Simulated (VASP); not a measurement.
Given:

```xyz
2
Lattice="0.0000 3.5156 3.5156 3.5156 0.0000 3.5156 3.5156 3.5156 0.0000" Properties=species:S:1:pos:R:3 pbc="T T T"
Cs     0.0000     0.0000     0.0000
Br     3.5156     3.5156     3.5156
```

Computed with LDA (Ceperley-Alder, Perdew-Zunger), VASP's LDA PAW potentials (set 64) (plane waves; VASP). Numerical set-up: 530 eV cut-off, 6×6×6 Γ-centred mesh, Gaussian smearing of 0.050 eV, potentials Cs_sv Br.

Task: Give the elastic stiffness tensor with the ions relaxed (GPa, in the frame of the cell).

Result: 
```tsv
	xx	yy	zz	yz	xz	xy
xx	41.8	4.3	4.3	0.0	0.0	0.0
yy	4.3	41.8	4.3	0.0	0.0	0.0
zz	4.3	4.3	41.8	0.0	0.0	0.0
yz	0.0	0.0	0.0	2.8	0.0	0.0
xz	0.0	0.0	0.0	0.0	2.8	0.0
xy	0.0	0.0	0.0	0.0	0.0	2.8
```

Task: What does the run give for the Hill bulk modulus, Hill shear modulus, Young's modulus, Poisson's ratio?

Result: 
```json
{
  "hill_bulk_modulus": "16.8 GPa",
  "hill_shear_modulus": "6.7 GPa",
  "Young's modulus": "17.8 GPa",
  "Poisson's ratio": "0.324"
}
```

The structure comes from a computed database's CsBr entry (Fm-3m); how it stands against other phases isn't given here. It was relaxed first, which changed the volume by -11 %.
